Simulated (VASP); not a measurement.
```xyz
5
Lattice="5.6731 0.0000 0.0000 0.0000 5.6731 0.0000 0.0000 0.0000 5.6731" Properties=species:S:1:pos:R:3 pbc="T T T"
Cs     0.0000     0.0000     0.0000
Pb     2.8365     2.8365     2.8365
Cl     2.8365     0.0000     2.8365
Cl     0.0000     2.8365     2.8365
Cl     2.8365     2.8365     0.0000
```

All values below come from r2SCAN meta-GGA, VASP's PBE PAW potentials (set 64) (plane waves; VASP). Numerical set-up: 400 eV cut-off, 5×5×5 Γ-centred mesh, tetrahedra with Blöchl corrections, potentials Cs_sv Pb_d Cl.

The cores are frozen, which limits the accuracy of field gradients.

Give the principal components of the electric field gradient (V/Å²) and the asymmetry η at each nucleus.

| atom | Vxx | Vyy | Vzz | η |
|---|---|---|---|---|
| Cs1 | 0.0 | 0.0 | 0.0 | - |
| Pb2 | 0.0 | 0.0 | 0.0 | - |
| Cl3 | -39.3 | -39.3 | 78.7 | 0.00 |
| Cl4 | -39.3 | -39.3 | 78.7 | 0.00 |
| Cl5 | -39.3 | -39.3 | 78.7 | 0.00 |

The compound is CsPbCl3 in the cubic perovskite structure, the ideal cubic form; the compound distorts at low or room temperature. It was relaxed first.
